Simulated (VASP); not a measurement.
Data:

```
C
1.0
    3.55646     0.00000     0.00000
    0.00000     2.51480     0.00000
    0.00000     0.00000    25.01487
C
16
Direct
  0.12500   0.00000   0.67593
  0.37500   0.50000   0.67593
  0.62500   0.50000   0.62567
  0.87500   0.00000   0.62567
  0.12500   0.00000   0.57540
  0.37500   0.50000   0.57540
  0.62500   0.50000   0.52513
  0.87500   0.00000   0.52513
  0.12500   0.00000   0.47487
  0.37500   0.50000   0.47487
  0.62500   0.50000   0.42460
  0.87500   0.00000   0.42460
  0.12500   0.00000   0.37433
  0.37500   0.50000   0.37433
  0.62500   0.50000   0.32407
  0.87500   0.00000   0.32407
```

All values below come from PBEsol GGA, VASP's PBE PAW potentials (set 64) (plane waves; VASP 6.6.1). Settings: PREC = Normal, EDIFF = 1E-5, 450 eV cut-off, 8×11×1 Γ-centred mesh, first-order Methfessel-Paxton smearing of 0.10 eV, potentials C.

Question: The ions are relaxed. Which structure does the run end with?

Answer: 
```
C
1.0
    3.55646     0.00000     0.00000
    0.00000     2.51480     0.00000
    0.00000     0.00000    25.01487
C
16
Direct
  0.15442   0.00000   0.66918
  0.34558   0.50000   0.66918
  0.63479   0.50000   0.62690
  0.86521   0.00000   0.62690
  0.12578   0.00000   0.57534
  0.37422   0.50000   0.57534
  0.62552   0.50000   0.52523
  0.87448   0.00000   0.52523
  0.12552   0.00000   0.47477
  0.37448   0.50000   0.47477
  0.62578   0.50000   0.42466
  0.87422   0.00000   0.42466
  0.13479   0.00000   0.37310
  0.36521   0.50000   0.37310
  0.65442   0.50000   0.33082
  0.84558   0.00000   0.33082
```

Question: How much energy does the relaxation gain?

Answer: The energy (σ→0) changes by -108.1 meV/atom, in 21 ionic steps.

The cell is a thin slab with vacuum, built from C (diamond): (110) face.
